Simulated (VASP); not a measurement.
Consider the following.

```
CSi3
1.0
    5.10960     0.16051     0.16051
    0.16051     5.10960     0.16051
    0.16051     0.16051     5.10960
Si C
6 2
Cartesian
  0.48249   5.17453   5.17453
  1.19618   1.45323   1.45323
  2.69998   2.95704   5.17453
  4.08829   3.83123   1.61374
  2.69998   5.17453   2.95704
  4.08829   1.61374   3.83123
  4.97284   2.49829   2.49829
  1.81543   4.28998   4.28998
```

Calculation: PBEsol GGA, VASP's PBE PAW potentials (set 64) (plane waves; VASP). Run with 520 eV cut-off, 7×7×7 Γ-centred mesh, tetrahedra with Blöchl corrections, potentials Si C.

The cores are frozen, which limits the accuracy of field gradients.

Question: Give the principal components of the electric field gradient (V/Å²) and the asymmetry η at each nucleus.

Answer: 
```tsv
atom	Vxx	Vyy	Vzz	η
Si1	-22.9	-2.4	25.3	0.81
Si2	-22.9	-2.4	25.3	0.81
Si3	-22.9	-2.4	25.3	0.81
Si4	-22.9	-2.4	25.3	0.81
Si5	-22.9	-2.4	25.3	0.81
Si6	-22.9	-2.4	25.3	0.81
C7	-11.7	-11.7	23.3	0.00
C8	-11.7	-11.7	23.3	0.00
```

The structure was generated: C2Si6 was put into an ordered model structure (R-3m), which need not be its known phase. It was relaxed first, which changed the volume by +9 %.
